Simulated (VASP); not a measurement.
Data:

```
CELL_PARAMETERS angstrom
      0.00000     2.60475     2.60475
      2.60475     0.00000     2.60475
      2.60475     2.60475     0.00000
ATOMIC_POSITIONS crystal
  Mg 0.00000 0.00000 0.00000
  S  0.50000 0.50000 0.50000
```

Level of theory: optB88-vdW, VASP's PBE PAW potentials (set 64) (plane waves; VASP). Run with 520 eV cut-off, Gaussian smearing of 0.050 eV, potentials Mg S.

Q: Give the energies of bands 2 to 7 at the high-symmetry points, in eV from the valence-band maximum.

A: 
| band | Γ | X | U | L | W |
|---|---|---|---|---|---|
| 2 | 0.00 | -4.11 | -3.61 | -4.75 | -3.16 |
| 3 | 0.00 | -1.65 | -3.12 | -0.58 | -3.16 |
| 4 | 0.00 | -1.65 | -1.33 | -0.58 | -2.31 |
| 5 | 3.79 | 2.82 | 3.98 | 4.70 | 5.26 |
| 6 | 8.05 | 4.58 | 6.82 | 6.97 | 8.09 |
| 7 | 8.05 | 12.11 | 9.72 | 6.97 | 8.09 |

The gap is indirect, 2.82 eV, from the valence maximum at Γ to the conduction minimum at X.

The compound is MgS in the rock salt structure. It was relaxed first.
